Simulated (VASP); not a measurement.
```
MgTe
1.0
    2.24485    -3.88820     0.00000
    2.24485     3.88820     0.00000
    0.00000     0.00000     7.30439
Mg Te
2 2
Cartesian
  2.24485  -1.29607   3.65030
  2.24485   1.29607   7.30250
  2.24485  -1.29607   6.40054
  2.24485   1.29607   2.74835
```

These are rev-vdW-DF2, VASP's PBE PAW potentials (set 64) (plane waves; VASP) values and carry that method's errors. Settings: 520 eV cut-off, 6×6×3 Γ-centred mesh, Gaussian smearing of 0.050 eV, potentials Mg Te.

Unless said otherwise, spin-orbit coupling is left out, though it shifts the bands of the heavy elements here.

### Question
Estimate the energy per atom (σ→0), pressure, band gap (on the k-mesh) with the smallest direct gap where there is one.

### Answer

The band gap (on the k-mesh) is 2.66 eV and the smallest direct gap (on the k-mesh) comes out as 2.66 eV. The energy per atom (σ→0) comes out as -1.745 eV/atom. The pressure is 2.44 GPa.

The compound is MgTe in the wurtzite structure. This cell is one point of a volume scan, at 0.94 of the reference volume.
